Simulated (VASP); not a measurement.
All values below come from SCAN meta-GGA, VASP's PBE PAW potentials (set 64) (plane waves; VASP).

A VASP calculation is set up with these files.

POSCAR:
```
HfO2
1
    0.0000000000     2.5339652999     2.5339652999
    2.5339652999     0.0000000000     2.5339652999
    2.5339652999     2.5339652999     0.0000000000
Hf O
1 2
Direct
  0.0000000000   0.0000000000   0.0000000000
  0.2500000000   0.2500000000   0.2500000000
  0.7500000000   0.7500000000   0.7500000000
```

KPOINTS:
```
Automatic mesh
0
G
  9 9 9
```

### INCAR
```
SYSTEM = HfO2
PREC = Accurate
ENCUT = 520
EDIFF = 1E-7
NELM = 100
ALGO = Normal
LREAL = .FALSE.
LASPH = .TRUE.
ISMEAR = 0
SIGMA = 0.05
METAGGA = SCAN
LMIXTAU = .TRUE.
LMAXMIX = 6
LWAVE = .FALSE.
LCHARG = .FALSE.
ISIF = 2
```

POTCAR, in this order: Hf_pv O (PBE.64 set). Program: vasp_std.

What VASP printed:

OSZICAR:
```
       N       E                     dE             d eps       ncg     rms          rms(c)
DAV:   1     0.403604534385E+02    0.40360E+02   -0.13247E+04  1050   0.149E+03
DAV:   2    -0.953069909528E+02   -0.13567E+03   -0.13197E+03  1366   0.328E+02
DAV:   3    -0.989736633137E+02   -0.36667E+01   -0.36640E+01  1365   0.535E+01
DAV:   4    -0.989923893408E+02   -0.18726E-01   -0.18724E-01  1337   0.415E+00
DAV:   5    -0.989925603464E+02   -0.17101E-03   -0.17100E-03  1344   0.353E-01    0.516E+01
DAV:   6    -0.865553902637E+02    0.12437E+02   -0.16850E+01  1253   0.335E+01    0.407E+01
DAV:   7    -0.877428942055E+02   -0.11875E+01   -0.30498E+00  1197   0.172E+01    0.242E+01
DAV:   8    -0.864108552833E+02    0.13320E+01   -0.25082E+00  1050   0.159E+01    0.319E+00
DAV:   9    -0.867618999993E+02   -0.35104E+00   -0.90616E-01  1050   0.111E+01    0.595E+00
DAV:  10    -0.866511607659E+02    0.11074E+00   -0.75633E-01  1309   0.773E+00    0.283E+00
DAV:  11    -0.865119239927E+02    0.13924E+00   -0.77298E-02  1162   0.249E+00    0.115E+00
DAV:  12    -0.865140252287E+02   -0.21012E-02   -0.92834E-03  1379   0.971E-01    0.650E-01
DAV:  13    -0.865195900812E+02   -0.55649E-02   -0.97827E-03  1071   0.969E-01    0.487E-01
DAV:  14    -0.865205474868E+02   -0.95741E-03   -0.89041E-04  1190   0.364E-01    0.297E-01
DAV:  15    -0.865209587329E+02   -0.41125E-03   -0.10249E-03  1372   0.227E-01    0.526E-02
DAV:  16    -0.865209730479E+02   -0.14315E-04   -0.11489E-04  1106   0.147E-01    0.125E-02
DAV:  17    -0.865209814419E+02   -0.83940E-05   -0.13276E-05  1162   0.476E-02    0.269E-02
DAV:  18    -0.865209811210E+02    0.32091E-06   -0.15010E-06  1386   0.167E-02    0.216E-03
DAV:  19    -0.865209802210E+02    0.90001E-06   -0.63858E-07  1134   0.118E-02    0.202E-03
DAV:  20    -0.865209800900E+02    0.13102E-06   -0.11861E-08   854   0.144E-03    0.253E-03
DAV:  21    -0.865209796655E+02    0.42452E-06   -0.85776E-09   672   0.115E-03    0.823E-04
DAV:  22    -0.865209797936E+02   -0.12812E-06   -0.10813E-08   644   0.130E-03    0.391E-04
DAV:  23    -0.865209798381E+02   -0.44476E-07   -0.25546E-09   637   0.393E-04
   1 F= -.86520980E+02 E0= -.86520980E+02  d E =-.931071E-21
```

**OUTCAR**
```
------------------------ aborting loop because EDIFF is reached ----------------------------------------
  FORCE on cell =-STRESS in cart. coord.  units (eV):
  Direction    XX          YY          ZZ          XY          YZ          ZX
  --------------------------------------------------------------------------------------
  Total       -1.5889432     -1.5889432     -1.5889432     -0.0000000      0.0000000      0.0000000
  in kB      -78.2324558    -78.2324558    -78.2324558     -0.0000000      0.0000000      0.0000000
  external PRESSURE =     -78.2324558 kB  Pullay stress =       0.0000000 kB
  volume of cell :       32.54
      direct lattice vectors                 reciprocal lattice vectors
     0.000000000  2.533965300  2.533965300    -0.197319198  0.197319198  0.197319198
     2.533965300  0.000000000  2.533965300     0.197319198 -0.197319198  0.197319198
     2.533965300  2.533965300  0.000000000     0.197319198  0.197319198 -0.197319198
 POSITION                                       TOTAL-FORCE (eV/Angst)
 -----------------------------------------------------------------------------------
      0.00000      0.00000      0.00000        -0.000000     -0.000000     -0.000000
      1.26698      1.26698      1.26698         0.000000      0.000000      0.000000
      3.80095      3.80095      3.80095         0.000000      0.000000     -0.000000
 -----------------------------------------------------------------------------------
    total drift:                                0.000000      0.000000      0.000000
  FREE ENERGIE OF THE ION-ELECTRON SYSTEM (eV)
  ---------------------------------------------------
  free  energy   TOTEN  =       -86.5209798381 eV

  energy  without entropy=      -86.5209798381  energy(sigma->0) =      -86.52097984
```
(Selected blocks of OUTCAR.)

The compound is HfO2 in the fluorite structure, the high-temperature cubic form, which is unstable at 0 K; the monoclinic form is the stable one. This cell is one point of a volume scan, at 1.03 of the reference volume.
